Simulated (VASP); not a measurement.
Input:

CsPbCl$_{3}$ is modelled in the cubic space group Pm-3m (No. 221), the cubic perovskite structure, Pearson symbol cP5. Cell: a = 5.741 Å, b = 5.741 Å, c = 5.741 Å, α = 90.00°, β = 90.00°, γ = 90.00°. Cs on 1a is surrounded by 12 Cl at 4.059 Å (cuboctahedral). Pb on 1b sees 6 Cl at 2.870 Å (octahedral). Cl on 3c sees 2 Pb at 2.870 Å and 4 Cs at 4.059 Å (octahedral). (Neighbours: up to the widest gap in distance over summed covalent radii, below 1.35, at either atom; cation-cation and far metal-metal contacts left out.)

Calculation: PBE GGA, VASP's PBE PAW potentials (set 64) (plane waves; VASP). Settings: 520 eV cut-off, 4×4×4 Γ-centred mesh, Gaussian smearing of 0.050 eV, potentials Cs_sv Pb_d Cl.

Q: Give the energy at these volumes per atom, relative to the lowest: 35.39, 36.52, 37.65, 38.78, 39.91 Å³.

A: 12.2, 3.3, 0.0, 1.5, 6.9 meV/atom. A third-order Birch-Murnaghan fit gives B0 = 21.9 GPa and B0′ = 4.6.

The compound is CsPbCl3 in the cubic perovskite structure, the ideal cubic form; the compound distorts at low or room temperature. It was relaxed first, which changed the volume by +7 %.
